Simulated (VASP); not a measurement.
Data:

```
CELL_PARAMETERS angstrom
      3.08099     0.00000     0.00000
      0.00000     3.08099     0.00000
      0.00000     0.00000     4.03830
ATOMIC_POSITIONS crystal
  Sc 0.48755 0.50433 0.49802
  Re 0.01245 0.99567 0.00198
```

Method: PBE GGA, VASP's PBE PAW potentials (set 64) (plane waves; VASP 6.6.1). Settings: 300 eV cut-off, 6×6×5 Γ-centred mesh, Fermi-Dirac smearing of 0.10 eV, potentials Sc_sv Re.

At this cut-off the stress carries a Pulay error, which pulls relaxed volumes low.

Give the force on each atom (eV/Å).

| atom | Fx | Fy | Fz |
|---|---|---|---|
| Sc1 | 0.309 | -0.109 | 0.084 |
| Re2 | -0.309 | 0.109 | -0.084 |

Give the stress tensor in GPa (positive for a compressed cell).

```
-11.62   -0.08    0.03
 -0.08  -11.47   -0.01
  0.03   -0.01  -13.23
```
The pressure is its mean diagonal, -12.11 GPa.

The structure was generated: ScRe was put into an ordered model structure, which need not be its known phase. The cell was not relaxed at this level, atoms are displaced from their ideal sites. The k-mesh is coarse (spacing up to 0.34 per Å, 2π included), so the numbers may not be converged in it.
